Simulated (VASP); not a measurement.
Output of a VASP run:

### OSZICAR
```
...
DAV:   4    -0.289367368603E+02   -0.46217E-01   -0.46179E-01  1515   0.412E+00
DAV:   5    -0.289370817099E+02   -0.34485E-03   -0.34473E-03  1473   0.274E-01    0.192E+00
DAV:   6    -0.259395742468E+02    0.29975E+01   -0.96166E-01  1319   0.678E+00    0.147E+00
DAV:   7    -0.256899500548E+02    0.24962E+00   -0.95816E-02  1109   0.436E+00    0.131E+00
DAV:   8    -0.262570513037E+02   -0.56710E+00   -0.14963E-01  1020   0.505E+00    0.537E-01
DAV:   9    -0.260465947429E+02    0.21046E+00   -0.46882E-01  1161   0.437E+00    0.242E-01
DAV:  10    -0.260456620862E+02    0.93266E-03   -0.55146E-03  1383   0.478E-01    0.226E-01
DAV:  11    -0.261413950891E+02   -0.95733E-01   -0.81853E-02  1017   0.173E+00    0.344E-01
DAV:  12    -0.260963407351E+02    0.45054E-01   -0.17193E-02  1040   0.117E+00    0.289E-01
DAV:  13    -0.260989698040E+02   -0.26291E-02   -0.10849E-03  1057   0.445E-01    0.272E-01
DAV:  14    -0.261913364789E+02   -0.92367E-01   -0.11851E-01  1054   0.332E+00    0.507E-01
DAV:  15    -0.261916467351E+02   -0.31026E-03   -0.11217E-03  1571   0.183E-01    0.525E-01
DAV:  16    -0.261556369078E+02    0.36010E-01   -0.11884E-02  1038   0.435E-01    0.551E-01
DAV:  17    -0.261427082351E+02    0.12929E-01   -0.15926E-03  1284   0.234E-01    0.532E-01
DAV:  18    -0.261498766294E+02   -0.71684E-02   -0.67491E-04  1054   0.182E-01    0.577E-01
DAV:  19    -0.261822637910E+02   -0.32387E-01   -0.15114E-02  1009   0.126E+00    0.635E-01
DAV:  20    -0.261826424622E+02   -0.37867E-03   -0.29679E-04  1356   0.152E-01    0.653E-01
DAV:  21    -0.261820956091E+02    0.54685E-03   -0.20688E-04  1062   0.162E-01    0.628E-01
DAV:  22    -0.261819328578E+02    0.16275E-03   -0.42683E-05  1129   0.712E-02    0.637E-01
DAV:  23    -0.261817843334E+02    0.14852E-03   -0.19053E-04  1168   0.129E-01    0.655E-01
DAV:  24    -0.261814731622E+02    0.31117E-03   -0.32616E-04  1206   0.174E-01    0.652E-01
DAV:  25    -0.261807712952E+02    0.70187E-03   -0.11412E-03  1414   0.274E-01    0.632E-01
DAV:  26    -0.261804774608E+02    0.29383E-03   -0.47934E-04  1356   0.191E-01    0.553E-01
DAV:  27    -0.261806111920E+02   -0.13373E-03   -0.93892E-05  1073   0.976E-02    0.477E-01
DAV:  28    -0.261809212740E+02   -0.31008E-03   -0.13691E-04  1016   0.146E-01    0.367E-01
DAV:  29    -0.261810571632E+02   -0.13589E-03   -0.58594E-05  1014   0.773E-02    0.316E-01
DAV:  30    -0.261811561201E+02   -0.98957E-04   -0.18299E-04  1014   0.165E-01    0.217E-01
DAV:  31    -0.261812082319E+02   -0.52112E-04   -0.38852E-05  1018   0.738E-02    0.158E-01
DAV:  32    -0.261813180290E+02   -0.10980E-03   -0.56927E-05  1018   0.827E-02    0.842E-02
DAV:  33    -0.261813466854E+02   -0.28656E-04   -0.74517E-05  1016   0.103E-01    0.415E-02
DAV:  34    -0.261813500120E+02   -0.33266E-05   -0.19498E-05  1062   0.470E-02    0.221E-02
DAV:  35    -0.261813537456E+02   -0.37336E-05   -0.11288E-05  1058   0.362E-02    0.126E-02
DAV:  36    -0.261813505310E+02    0.32146E-05   -0.43160E-06  1045   0.225E-02    0.100E-02
DAV:  37    -0.261813513531E+02   -0.82207E-06   -0.21059E-06  1073   0.161E-02    0.717E-03
DAV:  38    -0.261813503790E+02    0.97402E-06   -0.20758E-06  1024   0.155E-02    0.442E-03
DAV:  39    -0.261813500426E+02    0.33648E-06   -0.90856E-07  1163   0.905E-03    0.203E-03
DAV:  40    -0.261813499909E+02    0.51625E-07   -0.32833E-07  1055   0.614E-03
   1 F= -.26181350E+02 E0= -.26181350E+02  d E =0.000000E+00
       N       E                     dE             ncg
       N       E                     dE             ncg
```

**OUTCAR**
```
------------------------ aborting loop because EDIFF is reached ----------------------------------------
  FORCE on cell =-STRESS in cart. coord.  units (eV):
  Direction    XX          YY          ZZ          XY          YZ          ZX
  --------------------------------------------------------------------------------------
  Total       -0.0152541     -0.0152541     -0.0152541      0.0000000      0.0000000     -0.0000000
  in kB       -0.3990436     -0.3990436     -0.3990436      0.0000000      0.0000000     -0.0000000
  external PRESSURE =      -0.3990436 kB  Pullay stress =       0.0000000 kB
  volume of cell :       61.25
      direct lattice vectors                 reciprocal lattice vectors
     3.941779074  0.000000000  0.000000000     0.253692554  0.000000000  0.000000000
     0.000000000  3.941779074  0.000000000     0.000000000  0.253692554  0.000000000
     0.000000000  0.000000000  3.941779074     0.000000000  0.000000000  0.253692554
 POSITION                                       TOTAL-FORCE (eV/Angst)
 -----------------------------------------------------------------------------------
      0.00000      0.00000      0.00000         0.000000      0.000000      0.000000
 -----------------------------------------------------------------------------------
    total drift:                               -0.000000      0.000000     -0.000000
  FREE ENERGIE OF THE ION-ELECTRON SYSTEM (eV)
  ---------------------------------------------------
  free  energy   TOTEN  =       -26.1813499909 eV

  energy  without entropy=      -26.1813499909  energy(sigma->0) =      -26.18134999

 total charge

# of ion       s       p       d       tot
------------------------------------------
    1        2.055   5.564   0.311   7.930
```
(Selected blocks of OUTCAR.)

File POSCAR:
```
Ba
1
    3.9417790737     0.0000000000     0.0000000000
    0.0000000000     3.9417790737    -0.0000000000
    0.0000000000     0.0000000000     3.9417790737
Ba
1
Direct
  0.0000000000   0.0000000000   0.0000000000
```

Question: Write an INCAR and KPOINTS that could have produced this output.

Answer: This is not unique; one that fits is the input of the run itself, r2SCAN meta-GGA, plane waves, VASP's PBE PAW potentials (set 64).

### KPOINTS
```
Automatic mesh
0
gamma
 10 10 10
0 0 0
```

File KPOINTS_OPT:
```
k-points along high-symmetry lines
10
Line-mode
Reciprocal
  0.000000   0.000000   0.000000 ! GAMMA
  0.000000   0.500000   0.000000 ! X

  0.000000   0.500000   0.000000 ! X
  0.500000   0.500000   0.000000 ! M

  0.500000   0.500000   0.000000 ! M
  0.000000   0.000000   0.000000 ! GAMMA

  0.000000   0.000000   0.000000 ! GAMMA
  0.500000   0.500000   0.500000 ! R

  0.500000   0.500000   0.500000 ! R
  0.000000   0.500000   0.000000 ! X

  0.500000   0.500000   0.500000 ! R
  0.500000   0.500000   0.000000 ! M
```

### INCAR
```
ALGO=Normal
EDIFF=1E-7
ENCUT=400
ISIF=2
ISMEAR=-5
LASPH=.TRUE.
LCHARG=.FALSE.
LMAXMIX=4
LMIXTAU=.TRUE.
LORBIT=11
LREAL=.FALSE.
LWAVE=.FALSE.
METAGGA=R2SCAN
NEDOS=601
NELM=100
PREC=Accurate
SYSTEM=Ba
```

POTCAR, in this order: Ba_sv (PBE.64 set). Program: vasp_std.

For a metal the tetrahedron method with Blöchl corrections gives inexact stress and forces.

The structure was generated: Ba was put into the simple-cubic type (Pm-3m), which need not be its known phase. It was relaxed first, which changed the volume by -14 %.
